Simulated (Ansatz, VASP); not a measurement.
**MgPd: VASP beside Ansatz**

Wanted: the spread between two codes on one cell, functional and k mesh. The cell is taken from a series of runs on this material, whose earlier steps may have relaxed, scaled, displaced or heated it; both programs get it as it stands.

Main program and level: Ansatz 0.2.0; plane waves, with VASP 6.6.1 beside it; relaxation of cell and atoms at PBEsol.

## Step 1: Starting point

It takes space group Pm-3m (No. 221, cubic). The conventional cell has a = 3.141 Å, b = 3.141 Å, c = 3.141 Å, α = 90.00°, β = 90.00°, γ = 90.00°. Nearest to Mg lie 8 Pd at 2.72 Å. Pd has 8 Mg at 2.72 Å nearest. Farther neighbours are not listed.

## Step 2: VASP: relaxation of cell and atoms, PBEsol

The relaxed volume is the usual yardstick between codes: in a stiff, nearly cubic crystal its relative difference is about their pressure difference at one cell divided by the bulk modulus.

Lines of VASP's logs that name or quote its potential files are left out, and so is its time.

INCAR reads:

```
SYSTEM = MgPd
PREC = Accurate
ENCUT = 600
EDIFF = 1E-07
NELM = 120
ISMEAR = 1
SIGMA = 0.2
LREAL = .FALSE.
ALGO = Normal
GGA = PS
NBANDS = 12
LASPH = .TRUE.
LORBIT = 11
LWAVE = .FALSE.
LCHARG = .FALSE.
ISIF = 3
IBRION = 2
NSW = 80
EDIFFG = -0.005
GGA_COMPAT = .FALSE.
NELMIN = 4
KPAR = 2
```

POSCAR reads:

```
MgPd
1.0
    3.1413890000      0.0000000000      0.0000000000
    0.0000000000      3.1413890000      0.0000000000
    0.0000000000      0.0000000000      3.1413890000
Mg Pd
1 1
Direct
    0.0000000000      0.0000000000      0.0000000000
    0.5000001592      0.5000001592      0.5000001592
```

KPOINTS reads:

```
Automatic mesh
0
Gamma
16 16 16
0 0 0
```

The projector-augmented-wave data sets are Mg and Pd (PBE family, release 64).

Launch:

```sh
> mpirun -np 2 vasp_std
```

Numbers of over 12 decimals in the logs are rounded to 6 here.

Output:

```text
[banner, memory and clock lines left out]
running    2 mpi-ranks, on    1 nodes
 distrk:  each k-point on    1 cores,    2 groups
 distr:  one band on    1 cores,    1 groups

 POSCAR found type information on POSCAR MgPd
 POSCAR found :  2 types and       2 ions
|                                                                             |
|               ----> ADVICE to this user running VASP <----                  |
|                                                                             |
|     You enforced a specific xc type in the INCAR file but a different       |
|     [... a line on the potential file left out ...]
|     I HOPE YOU KNOW WHAT YOU ARE DOING!                                     |
|                                                                             |

 LDA part: xc-table for (Slater+PW92), standard interpolation
 POSCAR, INCAR and KPOINTS ok, starting setup
 FFT: planning ... GRIDC
 FFT: planning ... GRID_SOFT
 FFT: planning ... GRID
 WAVECAR not read
 entering main loop
       N       E                     dE             d eps       ncg     rms          rms(c)
DAV:   1     0.484725968560E+02    0.48473E+02   -0.64063E+03  4200   0.100E+03
DAV:   2    -0.833975672057E+01   -0.56812E+02   -0.52996E+02  4408   0.181E+02
DAV:   3    -0.940103166962E+01   -0.10613E+01   -0.10573E+01  4836   0.255E+01
DAV:   4    -0.940612457786E+01   -0.50929E-02   -0.50924E-02  4400   0.192E+00
DAV:   5    -0.940619925118E+01   -0.74673E-04   -0.74673E-04  4828   0.245E-01    0.510E+00
DAV:   6    -0.917410180991E+01    0.23210E+00   -0.27107E+00  4352   0.125E+01    0.144E+00
DAV:   7    -0.910756883105E+01    0.66533E-01   -0.29943E-01  4280   0.440E+00    0.913E-01
DAV:   8    -0.909121766172E+01    0.16351E-01   -0.10349E-02  4568   0.794E-01    0.988E-02
DAV:   9    -0.909097971471E+01    0.23795E-03   -0.88365E-04  4664   0.241E-01    0.550E-02
DAV:  10    -0.909096585136E+01    0.13863E-04   -0.13561E-05  4600   0.306E-02    0.243E-03
DAV:  11    -0.909096565444E+01    0.19693E-06   -0.53922E-07  4644   0.583E-03    0.173E-03
DAV:  12    -0.909096561240E+01    0.42038E-07   -0.13843E-08  2468   0.112E-03
   1 F= -.90909656E+01 E0= -.90912151E+01  d E =-.909097E+01
 curvature:   0.00 expect dE= 0.000E+00 dE for cont linesearch  0.000E+00
 trial: gam= 0.00000 g(F)=  0.000E+00 g(S)=  0.117E-04 ort = 0.000E+00 (trialstep = 0.100E+01)
 search vector abs. value=  0.117E-04
 bond charge predicted
       N       E                     dE             d eps       ncg     rms          rms(c)
DAV:   1    -0.909113733690E+01   -0.17168E-03   -0.23262E-03  4192   0.461E-01    0.894E-02
DAV:   2    -0.909099957137E+01    0.13777E-03   -0.17112E-03  4212   0.318E-01    0.387E-02
DAV:   3    -0.909096974916E+01    0.29822E-04   -0.14742E-04  4168   0.975E-02    0.712E-03
DAV:   4    -0.909096806822E+01    0.16809E-05   -0.22732E-06  4388   0.800E-03    0.569E-04
DAV:   5    -0.909096807736E+01   -0.91427E-08   -0.36464E-08  2740   0.135E-03
   2 F= -.90909681E+01 E0= -.90912142E+01  d E =-.246496E-05
 trial-energy change:   -0.000002  1 .order   -0.000003   -0.000012    0.000005
 step:   0.6276(harm=  0.6827)  dis= 0.00000  next Energy=    -9.090969 (dE=-0.351E-05)
 reached required accuracy - stopping structural energy minimisation
```

OUTCAR, selected parts (step 2):

```text
ion  position               nearest neighbor table
   1  0.000  0.000  0.000-   2 2.72   2 2.72   2 2.72   2 2.72   2 2.72   2 2.72   2 2.72   2 2.72

  LATTYP: Found a simple cubic cell.
 ALAT       =     3.1413890000

 Subroutine GETGRP returns: Found 48 space group operations
 (whereof 48 operations were pure point group operations)

The static configuration has the point symmetry O_h .

 Found    165 irreducible k-points:

   k-points           NKPTS =    165   k-points in BZ     NKDIM =    165   number of bands    NBANDS=     12

   dimension x,y,z NGX =    28 NGY =   28 NGZ =   28
   dimension x,y,z NGXF=    56 NGYF=   56 NGZF=   56

   ENCUT  =  600.0 eV  44.10 Ry    6.64 a.u.   6.27  6.27  6.27*2*pi/ulx,y,z

   NELECT =      12.0000    total number of electrons

 k-points in reciprocal lattice and weights: Automatic mesh
   0.00000000  0.00000000  0.00000000       0.000
   0.06250000  0.00000000  0.00000000       0.001
   0.12500000  0.00000000  0.00000000       0.001
   0.18750000  0.00000000  0.00000000       0.001
   0.25000000  0.00000000  0.00000000       0.001
   0.31250000  0.00000000  0.00000000       0.001
   0.37500000  0.00000000  0.00000000       0.001
   0.43750000  0.00000000  0.00000000       0.001
   0.50000000  0.00000000  0.00000000       0.001
[...]
0.50000000  0.50000000  0.43750000       0.001
   0.50000000  0.50000000  0.50000000       0.000

 average (electrostatic) potential at core
       1 -33.5801       2 -73.6431

 E-fermi :   6.8716

 k-point     1 :       0.0000    0.0000    0.0000
  band No.  band energies     occupation
    ...
      2       2.7133      2.00000
      3       2.7133      2.00000
      4       4.7651      2.00000
      5       4.7651      2.00000
      6       4.7651      2.00000
      7      13.9491      0.00000
      8      13.9491      0.00000
      9      13.9491      0.00000
     10      16.7480      0.00000
     11      16.7480      0.00000
    ...

 k-point     2 :       0.0625    0.0000    0.0000
  band No.  band energies     occupation
    ...
      2       2.7267      2.00000
      3       2.7416      2.00000
      4       4.7308      2.00000
      5       4.7308      2.00000
      6       4.7690      2.00000
      7      13.3397      0.00000
      8      14.0401      0.00000
      9      14.0401      0.00000
     10      16.6965      0.00000
     11      17.2472      0.00000
    ...

 k-point     3 :       0.1250    0.0000    0.0000
  band No.  band energies     occupation
    ...
      2       2.7652      2.00000
      3       2.8231      2.00000
      4       4.6355      2.00000
      5       4.6355      2.00000
      6       4.7800      2.00000
      7      12.1472      0.00000
      8      14.3042      0.00000
      9      14.3042      0.00000
     10      16.5491      0.00000
     11      18.0810      0.00000
    ...

  Total       -0.0059177     -0.0059177     -0.0059177      0.0000000     -0.0000000      0.0000000
  in kB       -0.3055609     -0.3055609     -0.3055609      0.0000000     -0.0000000      0.0000000
  external PRESSURE =      -0.3055609 kB  Pullay stress =       0.0000000 kB

  energy-cutoff  :      600.00
  volume of cell :       31.03
      direct lattice vectors                 reciprocal lattice vectors
     3.142353838 -0.000000000  0.000000000     0.318232781 -0.000000000 -0.000000000
     0.000000000  3.142353838  0.000000000     0.000000000  0.318232781  0.000000000
     0.000000000 -0.000000000  3.142353838    -0.000000000 -0.000000000  0.318232781

 POSITION                                       TOTAL-FORCE (eV/Angst)
 -----------------------------------------------------------------------------------
      0.00000      0.00000      0.00000         0.000000     -0.000000      0.000000
      1.57118      1.57118      1.57118        -0.000000      0.000000      0.000000
 -----------------------------------------------------------------------------------
    total drift:                               -0.000156     -0.000156     -0.000156

  FREE ENERGIE OF THE ION-ELECTRON SYSTEM (eV)
  ---------------------------------------------------
  free  energy   TOTEN  =        -9.0909680774 eV

  energy  without entropy=       -9.0917065623  energy(sigma->0) =       -9.09121424

 reached required accuracy - stopping structural energy minimisation

 total charge
# of ion       s       p       d       tot
------------------------------------------
    1        0.205   0.170   0.036   0.410
    2        0.494   0.398   8.611   9.503
--------------------------------------------------
tot          0.699   0.568   8.647   9.913

[... 3 further parts left out ...]
```

CONTCAR:

```
MgPd
   1.00000000000000
     3.1423538375054285   -0.0000000000000000    0.0000000000000000
     0.0000000000000000    3.1423538375054285    0.0000000000000000
     0.0000000000000000   -0.0000000000000000    3.1423538375054285
  Mg              Pd
     1     1
Direct
     0.0000000000000000    0.0000000000000000    0.0000000000000000
     0.5000001591999990    0.5000001591999990    0.5000001591999990
```

## Step 3: Ansatz: relaxation of cell and atoms, PBEsol

Ansatz runs on its default PAW (the set named soft_2) files.

The same cell, functional, mesh and smearing now go to Ansatz, which takes its cutoff from its data sets.

input.yaml reads:

```yaml
crystal:
  lattice:
    - [3.1413891342, 0.0, 0.0]
    - [0.0, 3.1413891342, 0.0]
    - [0.0, 0.0, 3.1413891342]
  atoms:
    - { symbol: Mg, position: [0.0, 0.0, 0.0] }
    - { symbol: Pd, position: [0.5, 0.5, 0.5] }
kpoints:
  mp_grid: { grid: [16, 16, 16] }
hamiltonian:
  xc: pbesol
scf:
  occupations: { method: methfessel_paxton, width: 0.2 }
output:
  forces: true
  stress: true
  eigenvalues: true
relax:
  adjacent_minimum: "off"
  f_tol: 0.001
  max_steps: 60
  cell: { stress_tol: 0.01 }
```

Launch:

```sh
> ansatz run input.yaml --threads 4 --pin off --max-ram 7168MiB --backend cpu --events-out ev --progress --plain --runs-dir out
```

Output:

```text
Engine: ansatz 0.2.0, aarch64-unknown-linux-gnu
Pseudopotentials: kind: paw
Pseudopotential: Mg, paw, valence charge 10, recommended cutoff 420 eV (normal), Mg.paw.azcp
Pseudopotential: Pd, paw, valence charge 18, recommended cutoff 420 eV (normal), Pd.paw.azcp
Functional definition: PBEsol
  exchange = pbesol_x
  correlation = pbesol_c
Crystal: 2 atoms, lattice volume = 31.000 Å³
Basis set: ecut = 420 eV, 619 PW (Γ), exchange–correlation on 48×48×48 points (8 copies of the dense FFT grid, shifted against one another)
Bands: 18, of which v1, the nominal top of the filled ones, is band 14 counted from 1 (13 counted from 0)
Symmetry: 48 space group operations
Space group: Pm-3m (ITA 221), of the structure as read, at distance tolerance 3.1e-5 Å
k-points: 165 of 4096
Non-local potential: Mg, projectors of the file, l = 0: 3, l = 1: 2, l = 2: 1
Non-local potential: Pd, projectors of the file, l = 0: 2, l = 1: 2, l = 2: 2, l = 3: 1
PAW form: soft (Blöchl's): semilocal exchange-correlation on the pseudo side does not see the compensation charge
PAW frozen core: Mg, regenerated for the run's functional, and the local potential with it (the file was generated under x = pbe(κ = 0.804, μ = 0.219515), c = pbe(β = 0.066725))
PAW frozen core: Pd, regenerated for the run's functional, and the local potential with it (the file was generated under x = pbe(κ = 0.804, μ = 0.219515), c = pbe(β = 0.066725))
PAW one-centre angular grid: Mg, 110 points (default); XC on 64 Gauss nodes
PAW one-centre angular grid: Pd, 590 points (default); XC on 64 Gauss nodes
Initial density: superposition of atomic densities (neutral atoms: chi_scale 0, normalization atom), corrected by the library's trained network
Initial wavefunctions: pseudopotential atomic-orbital guess
Functional: x = pbesol(κ = 0.804, μ = 0.123457), c = pbesol(β = 0.046)
SCF iter   1: F=—  HF=-8820.104129 eV  |F-HF|=—  |Δ(HF+E_count)|=         —  Δρ=8.86e-3  dr2=2.53e-2  ethr=1.77e-3  ⟨swp⟩=5.0  Hψ=13451  notcnv=0
preconditioner: auto → none  [metal: Δε(μ)=0.027 eV  Ē_g=9.346 eV  σ=0.200 eV  W_gap=0.11  n_scr=6 (ndim 8)  ℏωp=23.1 eV  f_vac=0.000  D(μ)=0.73/eV (n_scr^D=6)  sad-step TF]
SCF iter   2: F=—  HF=-8820.100106 eV  |F-HF|=—  |Δ(HF+E_count)|=   4.02e-3  S|Δr|=    0.00e0  Δρ=4.39e-3  dr2=6.98e-3  ethr=9.02e-5  ⟨swp⟩=1.1  Hψ=4362  notcnv=0
SCF iter   3: F=—  HF=-8820.098624 eV  |F-HF|=—  |Δ(HF+E_count)|=   1.48e-3  S|Δr|=    0.00e0  Δρ=4.22e-4  dr2=5.09e-5  ethr=2.49e-5  ⟨swp⟩=2.1  Hψ=3569  notcnv=0
SCF iter   4: F=—  HF=-8820.098609 eV  |F-HF|=—  |Δ(HF+E_count)|=   1.50e-5  S|Δr|=    0.00e0  Δρ=5.39e-5  dr2=3.62e-7  ethr=1.82e-7  ⟨swp⟩=2.3  Hψ=4251  notcnv=0
SCF iter   5: F=-8820.098609 eV  HF=-8820.098609 eV  |F-HF|=3.04e-8  |Δ(HF+E_count)|=   1.07e-7  S|Δr|=    0.00e0  Δρ=1.46e-5  dr2=4.38e-8  ethr=3.57e-10  ⟨swp⟩=5.6  Hψ=12424  notcnv=0
SCF 1 converged in 5 iterations: F = -8820.098609 eV  dr2 = 4.38e-8
  greatest PAW one-centre occupation: 1.000 electrons in one spin orbital (limit 2), on the Mg atom at site 0 (counted from 0), in its partial waves of l = 0
relax step   1: F+E_penalty+E_count = -8820.09860876 eV  Δ(F+E_penalty+E_count) = +0.000e0 eV  max|allowed force component| = 1.998e-29 eV/Å  Δτ_max = 0.0000 Å  P = +0.076 GPa  Ω = 31.000 Å³  (5 SCF iters, dr2 threshold 1.00e-7 eV, accepted)
[...]
relax step   2: F+E_penalty+E_count = -8820.09861021 eV  Δ(F+E_penalty+E_count) = -1.448e-6 eV  max|allowed force component| = 8.809e-30 eV/Å  Δτ_max = 0.0000 Å  P = -0.013 GPa  Ω = 31.027 Å³  energy of the carried Pulay correction = -3.869e-6 eV  (4 SCF iters, dr2 threshold 1.45e-8 eV, accepted)
[...]
relax step   3: F+E_penalty+E_count = -8820.09861093 eV  Δ(F+E_penalty+E_count) = -7.223e-7 eV  max|allowed force component| = 9.475e-30 eV/Å  Δτ_max = 0.0000 Å  P = +0.000 GPa  Ω = 31.023 Å³  energy of the carried Pulay correction = -3.305e-6 eV  (4 SCF iters, dr2 threshold 4.24e-10 eV, accepted)
[...]
relax step   4: F+E_penalty+E_count = -8820.09861222 eV  Δ(F+E_penalty+E_count) = -1.291e-6 eV  max|allowed force component| = 2.777e-30 eV/Å  Δτ_max = 0.0000 Å  P = +0.000 GPa  Ω = 31.023 Å³  stress off target by 1.58e-4 GPa  SCF on the basis re-selected at this cell (its energy is not comparable with the rows above)  (4 SCF iters)
basis re-selected at this cell: Δ(F+E_penalty+E_count) = -1.291e-6 eV, ΔP = +0.000 GPa vs the last step (what re-selecting the basis moved, of the pressure what is left beyond the Pulay correction that the steps carried, after the strain that the cell walked since its last selection, with what the two solves' SCF thresholds leave and, on support functions, any second-order correction that the steps lacked; it is no m [...]
SCF converged after 4 iterations
Stability not checked: this state was not tested for a lower state beside it, because cold or Methfessel-Paxton smearing, or corrected tetrahedra, fill the levels in a way that the test cannot read (fill_not_monotonic; see scf.lower_state_search)
Free energy (F): -8820.098612 eV
Harris-Foulkes:  -8820.098612 eV  (|F-HF|=0.00e0)
Internal energy: -8820.099341 eV  (E = F + TS)
E sigma→0 (E₀):  -8820.098794 eV
Entropy (-TS):   0.000729 eV (0.364 meV/atom)
Fermi energy:    13.873650 eV
--- Per-component energies (eV) ---
  E_band       = -518.556615
  E_kinetic    = 592.588779
  E_local      = -3472.730421  (includes V_loc(G=0)·N_el)
  E_nonlocal   = 314.888759
  E_hartree    = 1326.564685
  E_xc         = -197.683879
  E_vxc        = -250.111115  (∫ρ·V_xc dr)
  E_paw        = -3966.038003  (= ΣΔE_a)
  E_vpaw       = -356.322154  (= ΣTr[D̂ρ^β])
  E_aug_tail   = 0.000170  (compensation charges beyond the density's cutoff)
  E_ewald      = -3418.050817
  E_core_change = 0.361386  (= ΣΔE_core)
  E_smearing   = 0.000729  (= −TS)
  E_closure    = 0.000000  (closes the sum)
  Σ components = -8820.098612   (vs F -8820.098612, Δ=0.00e0)
--- Forces (eV/Å), atoms counted from 1 ---
  atom   1  Mg     0.00000000     0.00000000    -0.00000000
  atom   2  Pd    -0.00000000     0.00000000     0.00000000
  max |Σ_I F_I| component: 5.15e-30 eV/Å
--- Stress (GPa, compression-positive) ---
        0.000158      -0.000000       0.000000
       -0.000000       0.000158      -0.000000
        0.000000      -0.000000       0.000158
  P = ⅓ Tr σ = 0.0002 GPa (0.002 kbar)
--- Band table (eV; the first three rows and the last of 165) ---
  k-point 0: bands = [... 10 lower, 9.7122, 11.7647, 11.7647, 11.7647, 20.9407, 20.9407, 20.9407, 23.7605]
  k-point 1: bands = [... 10 lower, 9.7407, 11.7304, 11.7304, 11.7685, 20.3336, 21.0320, 21.0320, 23.7085]
  k-point 2: bands = [... 10 lower, 9.8223, 11.6350, 11.6350, 11.7795, 19.1430, 21.2972, 21.2972, 23.5595]
  k-point 164: bands = [... 10 lower, 9.5465, 12.5306, 12.5306, 17.2593, 17.2593, 17.2593, 20.2667, 21.0756]
--- Relaxed structure (3 steps of the walk, 3 accepted, 1 SCFs on fresh bases) ---
  F+E_penalty+E_count = -8820.09861222 eV   max|allowed force component| = 2.777e-30 eV/Å   (the final SCF, on the basis selected at the relaxed cell)
  cell:  # Å, volume = 31.0230 Å³
    - [3.142158, 0, 0]
    - [0, 3.142158, 0]
    - [0, 0, 3.142158]
  atoms:
    - { symbol: Mg, position: [0, 0, 0] }
    - { symbol: Pd, position: [0.5, 0.5, 0.5] }
```

In the SCF lines HF is the Harris–Foulkes energy and dr2 the Hartree energy of the density residual, in eV; the loop may stop once dr2 is under the threshold and the program's other checks hold. Hψ counts applications of the Hamiltonian.

## Step 4: Differences

Known differences besides the potentials themselves: the data sets hold 28 valence electrons in Ansatz (on its default PAW (the set named soft_2) files) and 12 in VASP; the cutoff is 420 eV in Ansatz and 600 eV in VASP; Ansatz makes its cores anew for this functional, VASP keeps those of its PBE data sets; Ansatz adds a Pulay correction to the stress that steers its cell, VASP none. Total energies have different zeros and are not compared.

Compared:

```csv
quantity,Ansatz,VASP,difference
volume (Å³),31.02,31.03,-0.02 %
"edge a after relaxation, in the typed setting (Å)",3.142,3.142,-0.01 %
```

## Step 5: Outcome

| Quantity | Value |
| --- | --- |
| difference in volume (relaxation of cell and atoms, PBEsol) | -0.019 % |

**Reading.** The difference in volume is -0.019 % (relaxation of cell and atoms, PBEsol), within the 1.2 % picked in this series as the mark of a large difference, as far as the stopping tolerances let one tell. The data sets hold unlike numbers of valence electrons (28 in Ansatz and 12 in VASP), so part of the differences comes from the potentials. Such differences can come from data sets, numerical settings and the points named under the comparisons, not from the functional's error against experiment.

[Lines on the potential files, build, host, timing and source positions are cut from VASP's logs without a mark.]

[Logs are printed without paths, hosts, clocks, repeated set-up lines and the standing remarks that a program may print on its own settings, such as how far it seeks lower states.]

[Hosts, paths, dates, database ids (printed as entryN), source tags and the programs' standing remarks are cut or masked in the printed files.]
